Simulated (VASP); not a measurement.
Calculation: PBE GGA, VASP's PBE PAW potentials (set 64) (plane waves; VASP 6.6.1).

A VASP calculation is set up with these files.

POSCAR:
```
SnO2
1.0
  4.8162120634   0.0000000000   0.0000000000
  0.0000000000   4.8162120634   0.0000000000
  0.0000000000   0.0000000000   3.2403612119
Sn O
2 4
direct
  0.0000000000   0.0000000000   0.0000000000
  0.5000000000   0.5000000000   0.5000000000
  0.3065030834   0.3065030834   0.0000000000
  0.8065030834   0.1934969166   0.5000000000
  0.1934969166   0.8065030834   0.5000000000
  0.6934969166   0.6934969166   1.0000000000
```

**INCAR**
```
SYSTEM = SnO2
PREC = Accurate; ENCUT = 480; LREAL = .FALSE.
LASPH = .TRUE.
EDIFF = 1E-6; NELM = 100; ALGO = Normal
LMAXMIX = 4
ISMEAR = 0; SIGMA = 0.05
GGA = PE
IBRION = 2; NSW = 60; ISIF = 3
EDIFFG = -0.02
LWAVE = .FALSE.; LCHARG = .FALSE.
```

### KPOINTS
```
Automatic
0
gamma
4 4 6
0 0 0
```

POTCAR, in this order: Sn O (PBE.64 set). Program: vasp_std.

Unless said otherwise, spin-orbit coupling is left out, though it shifts the bands of the heavy elements here.

### Question
Predict the energy per atom (σ→0), volume per atom, band gap (on the k-mesh).

### Answer

```
Quantity                          Result
------------------------  --------------
energy per atom (σ→0)     -6.258 eV/atom
band gap (on the k-mesh)         0.65 eV
volume per atom            12.56 Å³/atom
```

File OSZICAR:
```
...
DAV:   5    -0.375491364166E+02    0.11145E-07   -0.22967E-06   716   0.110E-02
   3 F= -.37549136E+02 E0= -.37549136E+02  d E =-.379310E-03
       N       E                     dE             d eps       ncg     rms          rms(c)
DAV:   1    -0.375494013283E+02   -0.26490E-03   -0.19497E-02   968   0.119E+00    0.925E-02
DAV:   2    -0.375493194031E+02    0.81925E-04   -0.37808E-04  1140   0.149E-01    0.510E-02
DAV:   3    -0.375492631370E+02    0.56266E-04   -0.65072E-05  1096   0.713E-02    0.501E-03
DAV:   4    -0.375492635749E+02   -0.43797E-06   -0.79817E-06  1052   0.213E-02
   4 F= -.37549264E+02 E0= -.37549264E+02  d E =-.127158E-03
```

The compound is SnO2 in the rutile structure. This run relaxes it. Symmetry was kept, so distortions that lower it aren't found. The start is the result of an earlier pass.
